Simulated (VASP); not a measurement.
Input:

```
CELL_PARAMETERS angstrom
      0.00000     5.76989     5.76989
      5.76989     0.00000     5.76989
      5.76989     5.76989     0.00000
ATOMIC_POSITIONS crystal
  Cs 0.25000 0.25000 0.25000
  Cs 0.75000 0.75000 0.75000
  Sn 0.00000 0.00000 0.00000
  I  0.24889 0.75111 0.75111
  I  0.75111 0.24889 0.24889
  I  0.75111 0.24889 0.75111
  I  0.24889 0.75111 0.24889
  I  0.75111 0.75111 0.24889
  I  0.24889 0.24889 0.75111
```

These are PBEsol GGA, VASP's PBE PAW potentials (set 64) (plane waves; VASP 6.6.1) values and carry that method's errors. Settings: 400 eV cut-off, Gaussian smearing of 0.050 eV, potentials Cs_sv Sn_d I.

Q: Give the energies of bands 25 to 38 at the high-symmetry points, in eV from the Fermi level.

A: 
```
band      Γ      X      U      L      W
----  -----  -----  -----  -----  -----
25    -2.12  -2.06  -1.96  -1.86  -2.20
26    -2.12  -1.66  -1.83  -1.86  -1.63
27    -0.89  -1.45  -1.64  -1.72  -1.59
28    -0.89  -1.45  -1.43  -1.53  -1.43
29    -0.89  -1.24  -1.29  -1.53  -1.32
30    -0.61  -1.24  -1.26  -1.40  -1.32
31    -0.61  -1.20  -1.18  -1.40  -1.15
32    -0.47  -1.13  -0.94  -0.54  -1.03
33    -0.47  -1.13  -0.93  -0.46  -1.03
34    -0.47  -0.74  -0.74  -0.46  -0.78
35    -0.11  -0.74  -0.73  -0.43  -0.62
36     0.00  -0.63  -0.60  -0.30  -0.42
37     0.00  -0.03  -0.18  -0.30  -0.42
38     0.00   1.38   1.34   0.98   1.37
```

It has no gap at this level: it comes out as a metal or semimetal.

The structure comes from a computed database's Cs2SnI6 entry (Fm-3m); how it stands against other phases isn't given here. It was relaxed first, which changed the volume by -6 %.
